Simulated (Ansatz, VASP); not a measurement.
**One calculation of MoI, two programs**

The input INCAR:

```
PREC     = Accurate       # precision mode
ENCUT    = 520            # plane-wave cutoff, eV
EDIFF    = 1E-7           # SCF threshold, eV
ISMEAR   = -1             # smearing method
SIGMA    = 0.05           # smearing width, eV
LREAL    = F              # projectors in reciprocal space
LASPH    = T              # aspherical terms in the spheres
NELM     = 80             # most SCF steps
ALGO     = Normal         # electronic algorithm
ISIF     = 2              # what is computed and relaxed
LWAVE    = F              # write WAVECAR
LCHARG   = F              # write CHGCAR
GGA      = PE             # functional
NBANDS   = 18             # bands
```

File KPOINTS:

```
regular mesh
0
Gamma
  7 7 7
```

POSCAR

```
MoI
1.0
    0.0000000000      3.1788513800      3.1788513800
    3.1788513800      0.0000000000      3.1788513800
    3.1788513800      3.1788513800      0.0000000000
Mo I
1 1
Direct
    0.0000000000      0.0000000000      0.0000000000
    0.7500000000      0.7500000000      0.7500000000
```

The input input.yaml:

```yaml
crystal:
  lattice:
    - [0.0, 3.17885138, 3.17885138]
    - [3.17885138, 0.0, 3.17885138]
    - [3.17885138, 3.17885138, 0.0]
  atoms:
    - { symbol: Mo, position: [0.0, 0.0, 0.0] }
    - { symbol: I, position: [0.75, 0.75, 0.75] }
hamiltonian:
  xc: pbe
  pseudopotentials: { kind: paw }
kpoints:
  mp_grid: { grid: [7, 7, 7] }
  band_path:
    path:
      - [[0.0, 0.0, 0.0], [0.5, 0.0, 0.5], [0.5, 0.25, 0.75], [0.375, 0.375, 0.75], [0.0, 0.0, 0.0], [0.5, 0.5, 0.5], [0.625, 0.25, 0.625], [0.5, 0.25, 0.75], [0.5, 0.5, 0.5], [0.375, 0.375, 0.75]]
      - [[0.625, 0.25, 0.625], [0.5, 0.0, 0.5]]
    npoints: 14
scf:
  occupations: { method: fermi_dirac, width: 0.05 }
  n_extra_bands: 6
output:
  forces: true
  stress: true
  eigenvalues: true
  fatbands: false
```

The cell was built by a generator and needn't be a form met in nature.

Alike in both runs: functional PBE; k mesh 7 × 7 × 7; occupations fermi-dirac, width 0.05 eV; no spin polarisation.

|  | VASP | Ansatz |
| --- | --- | --- |
| version | VASP 6.6.1 | Ansatz 0.2.0 |
| potentials or method | VASP PAW PBE potentials, release 64 (Mo_sv, I) | Ansatz PAW |
| plane-wave cutoff (eV) | 520 | 420 |
| valence electrons in the cell | 21 | 31 |
| task | single point | band structure |

|  | VASP | Ansatz | Ansatz less VASP |
| --- | --- | --- | --- |
| gap on the k mesh at the Fermi level (eV) | none | none | - |
| pressure (GPa) | -7.4 | -7.4 | +0.04 |

A gap of «none» marks a metal or a gap that the smearing closes. With one functional, cell and mesh, what is left measures potentials, basis and numerics. The two sets of potentials don't hold the same shells in valence.

Caveats: an odd number of electrons without spin polarisation forces a metal; a magnetic or distorted state may lie lower; spin-orbit coupling is left out, which moves the levels of the heavy elements (Ansatz). The runs have no spin-orbit coupling, so splittings on I are missing.
